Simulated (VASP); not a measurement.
An input for Ansatz (written as the equivalent of a VASP run, and not itself run):

Ansatz 0.2 input:
```yaml
crystal:
  lattice:
    - [-1.5789990, 1.5789990, 3.8614150]
    - [1.5789990, -1.5789990, 3.8614150]
    - [1.5789990, 1.5789990, -3.8614150]
  atoms:
    - { symbol: Si, position: [0.6650000, 0.6650000, 0.0000000] }
    - { symbol: Si, position: [0.3350000, 0.3350000, 0.0000000] }
    - { symbol: Mo, position: [0.0000000, 0.0000000, 0.0000000] }
kpoints:
  mp_grid: { grid: [15, 15, 15] }
hamiltonian:
  xc: pbe
  pseudopotentials: { kind: paw }
scf:
  occupations: { method: fermi_dirac, width: 0.05 }
  max_iter: 100
output: { forces: true, stress: true, eigenvalues: true }
```

### Question
Write the VASP files for the same calculation (PBE).

### Answer
This is not unique; one that fits is 
### KPOINTS
```
Automatic mesh
0
Gamma
15 15 15
0 0 0
```

POSCAR:
```
MoSi2
3.8614150
 -0.4089171975   0.4089171975   1.0000000000
  0.4089171975  -0.4089171975   1.0000000000
  0.4089171975   0.4089171975  -1.0000000000
Si Mo
2 1
Cart
 -0.0000000000   0.0000000000   1.3300000000
 -0.0000000000   0.0000000000   0.6700000000
  0.0000000000   0.0000000000   0.0000000000
```

### INCAR
```
SYSTEM = MoSi2
PREC = Accurate
ENCUT = 300
EDIFF = 1E-6
NELM = 100
ALGO = Normal
LREAL = .FALSE.
LASPH = .TRUE.
ISMEAR = -1
SIGMA = 0.05
GGA = PE
LMAXMIX = 4
LWAVE = .FALSE.
LCHARG = .FALSE.
ISIF = 2
```

POTCAR, in this order: Si Mo_sv (PBE.64 set). Program: vasp_std.

Limits of the translation: each code has its own PAW files, so the cut-off isn't converted (ENCUT is set for VASP's; basis.ecutwfc is left out, and Ansatz then takes the one that its files recommend); Ansatz stops its SCF on the density residual and VASP on the energy change (EDIFF).

The structure is a typed MoSi2 crystal. The cell was not relaxed at this level.
